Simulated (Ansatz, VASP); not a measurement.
# YF3 (Waimirite-(Y)) in VASP and in Ansatz

```
CELL_PARAMETERS angstrom
6.30144 0.00000 0.00000
0.00000 6.74690 0.00000
0.00000 0.00000 4.26315
ATOMIC_POSITIONS crystal
Y 0.36966 0.25000 0.06513
Y 0.13034 0.75000 0.56513
Y 0.86966 0.25000 0.43487
Y 0.63034 0.75000 0.93487
F 0.52082 0.25000 0.58285
F 0.97918 0.75000 0.08285
F 0.02082 0.25000 0.91715
F 0.47918 0.75000 0.41715
F 0.16611 0.06316 0.38501
F 0.33389 0.93684 0.88501
F 0.66611 0.43684 0.11499
F 0.83389 0.56316 0.61499
F 0.83389 0.93684 0.61499
F 0.66611 0.06316 0.11499
F 0.33389 0.56316 0.88501
F 0.16611 0.43684 0.38501
```

Alike in both runs: functional LDA; k mesh 4 × 4 × 6; occupations gaussian, width 0.02 eV; no spin polarisation.

Ansatz relaxed the structure, and its values are those at the end. VASP's run is a single point on that final structure, the one shown.

|  | VASP | Ansatz |
| --- | --- | --- |
| version | VASP 6.6.1 | Ansatz 0.2.0 |
| potentials or method | VASP PAW LDA potentials, release 64 (Y_sv, F) | scalar-relativistic, plane waves, PAW |
| plane-wave cutoff (eV) | 520 | 420 |
| valence electrons in the cell | 128 | 128 |

VASP gave:

* gap on the k mesh at the Fermi level (eV): 8.05
* least direct gap on the mesh (eV): 8.05
* pressure (GPa): 0.1
* rms of the force components (eV/Å): 0.006

Q: Which values does Ansatz return?

A: gap on the k mesh at the Fermi level (eV): 8.09; least direct gap on the mesh (eV): 8.09; pressure (GPa): 0.0; rms of the force components (eV/Å): 0.000.

A k mesh can miss the band edges.
